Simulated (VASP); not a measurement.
## BeRh (space group Pm-3m): computed properties

Computed with PBEsol GGA, VASP's PBE PAW potentials (set 64) (plane waves; VASP).

* **space group**: Pm-3m (221)
* **cell**: a = 2.751 Å, b = 2.751 Å, c = 2.751 Å, α = 90.00°, β = 90.00°, γ = 90.00°
* **volume per atom**: 10.41 Å³/atom
* **band gap (over mesh and band path)**: none (metal, semimetal or under 0.01 eV)
* **band gap with spin-orbit coupling**: none (metallic)
* **density**: 8.93 g/cm³

```yaml
crystal:
  lattice:
    - [2.75100, 0.00000, 0.00000]
    - [0.00000, 2.75100, 0.00000]
    - [0.00000, 0.00000, 2.75100]
  atoms:
    - { symbol: Be, position: [0.00000, 0.00000, 0.00000] }
    - { symbol: Rh, position: [0.50000, 0.50000, 0.50000] }
```

The structure comes from a computed database's BeRh entry (Pm-3m); how it stands against other phases isn't given here. It was relaxed first. Symmetry was kept, so distortions that lower it aren't found. The electron count is odd and the run is not spin-polarised, which forces a metal.
